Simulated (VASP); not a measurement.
```
CELL_PARAMETERS angstrom
      4.01605     0.00000     0.00000
      0.00000     4.01605     0.00000
      0.00000     0.00000     4.01605
ATOMIC_POSITIONS crystal
  K  0.00000 0.00000 0.00000
  Ta 0.50000 0.50000 0.50000
  O  0.50000 0.00000 0.50000
  O  0.00000 0.50000 0.50000
  O  0.50000 0.50000 0.00000
```

The numbers are results of PBE GGA with D4 dispersion, VASP's PBE PAW potentials (set 64) (plane waves; VASP 6.6.1), not measurements. Run with 520 eV cut-off, 6×6×6 Γ-centred mesh, Gaussian smearing of 0.050 eV, potentials K_sv Ta_pv O.

### Question
Give the energy at these volumes per atom, relative to the lowest: 12.17, 12.56, 12.94, 13.33, 13.72 Å³.

### Answer
32.3, 7.9, 0.0, 6.3, 24.5 meV/atom. A third-order Birch-Murnaghan fit gives B0 = 193 GPa and B0′ = 4.5.

Measured: bulk modulus 220 GPa (computed value off by -12.5 %), as given by S. Tinte et al., Physical review. B, Condensed matter (1998), arXiv:cond-mat/9809379. The calculation is for a static lattice, while the measured bulk modulus holds thermal and zero-point effects, which are part of the difference.

The compound is KTaO3 in the cubic perovskite structure. It was relaxed first.
